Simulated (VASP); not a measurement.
```
SnSe2
1.0
    1.90500    -3.29956     0.00000
    1.90500     3.29956     0.00000
    0.00000     0.00000     6.14000
Sn Se
1 2
Direct
  0.00000   0.00000   0.00000
  0.33333   0.66667   0.25000
  0.66667   0.33333   0.75000
```

Calculation: PBE GGA, VASP's PBE PAW potentials (set 64) (plane waves; VASP 6.6.1). Numerical set-up: EDIFF = 1E-2, 400 eV cut-off, 6×6×4 Γ-centred mesh, Gaussian smearing of 0.050 eV, potentials Sn_d Se.

Question: Estimate the energy per atom (σ→0), pressure, largest force.

Answer: 
```
Property                       Result
---------------------  --------------
energy per atom (σ→0)  -3.916 eV/atom
pressure                     5.27 GPa
largest force              0.709 eV/Å
```

The compound is SnSe2 in the 1T layered structure. The cell was not relaxed at this level. The run is one of a series of settings (EDIFF = 1E-2 against the base run), some of them coarse on purpose.
